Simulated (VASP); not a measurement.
Input for VASP

**POSCAR**
```
LiF
1
    0.0000000000     1.9896748128     1.9896748128
    2.0095715609     0.0000000000     1.9896748128
    2.0095715609     1.9896748128     0.0000000000
Li F
1 1
Direct
  0.0000000000   0.0000000000   0.0000000000
  0.5000000000   0.5000000000   0.5000000000
```

INCAR:
```
# general
SYSTEM  = LiF
PREC    = Accurate
ENCUT   = 600
LREAL   = .False.
LASPH   = .True.

# electronic loop
EDIFF   = 1E-7
NELM    = 100
ALGO    = Normal
LMIXTAU = .True.

# smearing
ISMEAR  = 0
SIGMA   = 0.05

# functional
METAGGA = R2SCAN

# ions
ISIF    = 2

# output
LWAVE   = .False.
LCHARG  = .False.
```

**KPOINTS**
```
Regular mesh
0
gamma
 10 10 10
```

POTCAR, in this order: Li_sv F (PBE.64 set). Program: vasp_std.

Translate this r2SCAN calculation to Ansatz.

One equivalent input (not run):
Ansatz 0.2 input:
```yaml
crystal:
  lattice:
    - [0.0000000, 1.9896748, 1.9896748]
    - [2.0095716, 0.0000000, 1.9896748]
    - [2.0095716, 1.9896748, 0.0000000]
  atoms:
    - { symbol: Li, position: [0.0000000, 0.0000000, 0.0000000] }
    - { symbol: F, position: [0.5000000, 0.5000000, 0.5000000] }
kpoints:
  mp_grid: { grid: [10, 10, 10] }
hamiltonian:
  xc: r2scan
  pseudopotentials: { kind: paw }
scf:
  occupations: { method: gaussian, width: 0.05 }
  max_iter: 100
output: { forces: true, stress: true, eigenvalues: true }
```
What does not carry over: each code has its own PAW files, so the cut-off isn't converted (ENCUT is set for VASP's; basis.ecutwfc is left out, and Ansatz then takes the one that its files recommend); Ansatz stops its SCF on the density residual and VASP on the energy change (EDIFF).

The compound is LiF in the rock salt structure. This cell was strained or had an atom moved on purpose.
